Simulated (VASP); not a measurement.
Output of a VASP run:

### OUTCAR
```
 ion  position               nearest neighbor table
   1  0.333  0.667  0.250-   2 2.76   2 2.76   2 2.76   2 2.76   2 2.76   2 2.76
   2  0.667  0.333  0.750-   1 2.76   1 2.76   1 2.76   1 2.76   1 2.76   1 2.76
  LATTYP: Found a hexagonal cell.
 ALAT       =     2.7812205317
 C/A-ratio  =     1.6127271855
 Subroutine PRICEL returns:
 Original cell was already a primitive cell.
 Subroutine GETGRP returns: Found 24 space group operations
The static configuration has the point symmetry D_3d.
 The point group associated with its full space group is D_6h.
The dynamic configuration has the point symmetry D_3d.
 Subroutine INISYM returns: Found 24 space group operations
 Subroutine IBZKPT returns following result:
 Found    165 irreducible k-points:

 Following reciprocal coordinates:
            Coordinates               Weight
  0.000000  0.000000  0.000000      1.000000
  0.058824  0.000000  0.000000      6.000000
  0.117647  0.000000  0.000000      6.000000
  0.176471  0.000000  0.000000      6.000000
  0.235294  0.000000  0.000000      6.000000
  0.294118  0.000000  0.000000      6.000000
  0.352941  0.000000  0.000000      6.000000
  0.411765  0.000000  0.000000      6.000000
  0.470588  0.000000  0.000000      6.000000
  0.058824  0.058824  0.000000      6.000000
  0.117647  0.058824  0.000000     12.000000
  0.176471  0.058824  0.000000     12.000000
  0.235294  0.058824  0.000000     12.000000
  0.294118  0.058824  0.000000     12.000000
  0.352941  0.058824  0.000000     12.000000
  0.411765  0.058824  0.000000     12.000000
  0.470588  0.058824  0.000000      6.000000
  0.117647  0.117647  0.000000      6.000000
  0.176471  0.117647  0.000000     12.000000
  0.235294  0.117647  0.000000     12.000000
  0.294118  0.117647  0.000000     12.000000
  0.352941  0.117647  0.000000     12.000000
  0.411765  0.117647  0.000000     12.000000
  0.176471  0.176471  0.000000      6.000000
  0.235294  0.176471  0.000000     12.000000
  0.294118  0.176471  0.000000     12.000000
  0.352941  0.176471  0.000000     12.000000
  0.411765  0.176471  0.000000      6.000000
  0.235294  0.235294  0.000000      6.000000
  0.294118  0.235294  0.000000     12.000000
  0.352941  0.235294  0.000000     12.000000
  0.294118  0.294118  0.000000      6.000000
  0.352941  0.294118  0.000000      6.000000
  0.000000  0.000000  0.111111      2.000000
  0.058824  0.000000  0.111111     12.000000
  0.117647  0.000000  0.111111     12.000000
  0.176471  0.000000  0.111111     12.000000
  0.235294  0.000000  0.111111     12.000000
  0.294118  0.000000  0.111111     12.000000
  0.352941  0.000000  0.111111     12.000000
   k-points           NKPTS =    165   k-points in BZ     NKDIM =    165   number of bands    NBANDS=     11
   number of dos      NEDOS =    601   number of ions     NIONS =      2
   total plane-waves  NPLWV =  20736
   dimension x,y,z NGX =    24 NGY =   24 NGZ =   36
   dimension x,y,z NGXF=    48 NGYF=   48 NGZF=   72
   ions per type =               2
   PREC   = accura    normal or accurate (medium, high low for compatibility)
   ISTART =      0    job   : 0-new  1-cont  2-samecut
   ICHARG =      2    charge: 1-file 2-atom 10-const
   ISPIN  =      1    spin polarized calculation?
   LNONCOLLINEAR =      F non collinear calculations
   LSORBIT =      F    spin-orbit coupling
   INIWAV =      1    electr: 0-lowe 1-rand  2-diag
   ENCUT  =  520.0 eV  38.22 Ry    6.18 a.u.   5.17  5.17  8.34*2*pi/ulx,y,z
   NELM   =    100;   NELMIN=  2; NELMDL= -5     # of ELM steps
   EDIFF  = 0.1E-06   stopping-criterion for ELM
   LREAL  =      F    real-space projection
   NLSPLINE    = F    spline interpolate recip. space projectors
   LMAXMIX     =    6 max onsite mixed and CHGCAR
   VOSKOWN=      0    Vosko Wilk Nusair interpolation
   EDIFFG = 0.1E-05   stopping-criterion for IOM
   NSW    =      0    number of steps for IOM
...
```

File OSZICAR:
```
       N       E                     dE             d eps       ncg     rms          rms(c)
DAV:   1     0.344280531242E+02    0.34428E+02   -0.69759E+03  6508   0.157E+03
DAV:   2    -0.140345694165E+02   -0.48463E+02   -0.42078E+02  5803   0.315E+02
DAV:   3    -0.203798771552E+02   -0.63453E+01   -0.52250E+01  6125   0.251E+02
DAV:   4    -0.207633296919E+02   -0.38345E+00   -0.33750E+00  6728   0.272E+01
DAV:   5    -0.207805639228E+02   -0.17234E-01   -0.15050E-01  6463   0.340E+00    0.435E+01
DAV:   6    -0.198083517506E+02    0.97221E+00   -0.10282E+00  6727   0.324E+01    0.176E+01
DAV:   7    -0.195010708405E+02    0.30728E+00   -0.66306E-01  7057   0.247E+01    0.481E-01
DAV:   8    -0.194903668623E+02    0.10704E-01   -0.89122E-03  7127   0.133E+00    0.292E-01
DAV:   9    -0.194897054231E+02    0.66144E-03   -0.62136E-04  6547   0.225E-01    0.345E-02
DAV:  10    -0.194897418791E+02   -0.36456E-04   -0.37869E-05  5925   0.745E-02    0.111E-02
DAV:  11    -0.194897368324E+02    0.50467E-05   -0.66152E-07  5122   0.182E-02    0.322E-03
DAV:  12    -0.194897351564E+02    0.16760E-05   -0.11417E-07  3473   0.727E-03    0.130E-03
DAV:  13    -0.194897352983E+02   -0.14189E-06   -0.37237E-08  3189   0.913E-03    0.332E-04
DAV:  14    -0.194897354307E+02   -0.13237E-06   -0.33196E-08  3021   0.536E-03    0.180E-04
DAV:  15    -0.194897354418E+02   -0.11109E-07   -0.21282E-08  2931   0.676E-03
   1 F= -.19489735E+02 E0= -.19489735E+02  d E =0.000000E+00
```

### OUTCAR
```
------------------------ aborting loop because EDIFF is reached ----------------------------------------
  FORCE on cell =-STRESS in cart. coord.  units (eV):
  Direction    XX          YY          ZZ          XY          YZ          ZX
  --------------------------------------------------------------------------------------
  Total        0.0284996      0.0284996     -0.0182546      0.0000000      0.0000000      0.0000000
  in kB        1.5196786      1.5196784     -0.9733834      0.0000000      0.0000000      0.0000000
  external PRESSURE =       0.6886579 kB  Pullay stress =       0.0000000 kB
  volume of cell :       30.05
      direct lattice vectors                 reciprocal lattice vectors
     1.390610317 -2.408607605  0.000000000     0.359554358 -0.207588816  0.000000000
     1.390610317  2.408607605  0.000000000     0.359554358  0.207588816  0.000000000
     0.000000000  0.000000000  4.485349960     0.000000000  0.000000000  0.222948044
 POSITION                                       TOTAL-FORCE (eV/Angst)
 -----------------------------------------------------------------------------------
      1.39061      0.80287      1.12134        -0.000000      0.000000      0.000000
      1.39061     -0.80287      3.36401         0.000000     -0.000000      0.000000
 -----------------------------------------------------------------------------------
    total drift:                               -0.000000      0.000012     -0.000017
  FREE ENERGIE OF THE ION-ELECTRON SYSTEM (eV)
  ---------------------------------------------------
  free  energy   TOTEN  =       -19.4897354418 eV

  energy  without entropy=      -19.4897354418  energy(sigma->0) =      -19.48973544

 total charge

# of ion       s       p       d       tot
------------------------------------------
    1        0.614   0.642   4.893   6.149
    2        0.614   0.642   4.893   6.149
--------------------------------------------------
tot          1.229   1.283   9.786  12.298
```
(Selected blocks of OUTCAR.)

**POSCAR**
```
Re
1
    1.3906103165    -2.4086076047     0.0000000000
    1.3906103165     2.4086076047     0.0000000000
    0.0000000000     0.0000000000     4.4853499602
Re
2
Direct
  0.3333330000   0.6666670000   0.2500000000
  0.6666670000   0.3333330000   0.7500000000
```

Write an INCAR and KPOINTS that could have produced this output.

One answer among several that fit: the input of the run itself, optB88-vdW, plane waves, VASP's PBE PAW potentials (set 64).

File KPOINTS:
```
Automatic mesh
0
Gamma
17 17 9
0 0 0
```

INCAR:
```
SYSTEM = Re
PREC = Accurate
ENCUT = 520
EDIFF = 1E-7
NELM = 100
ALGO = Normal
LREAL = .FALSE.
LASPH = .TRUE.
ISMEAR = -5
GGA = BO
PARAM1 = 0.1833333333
PARAM2 = 0.22
LUSE_VDW = .TRUE.
AGGAC = 0.0
LMAXMIX = 6
LWAVE = .FALSE.
LCHARG = .TRUE.
LORBIT = 11
NEDOS = 601
ISIF = 2
```

POTCAR, in this order: Re (PBE.64 set). Program: vasp_std.

For a metal the tetrahedron method with Blöchl corrections gives inexact stress and forces.

The compound is Re in the hcp structure. It was relaxed first.
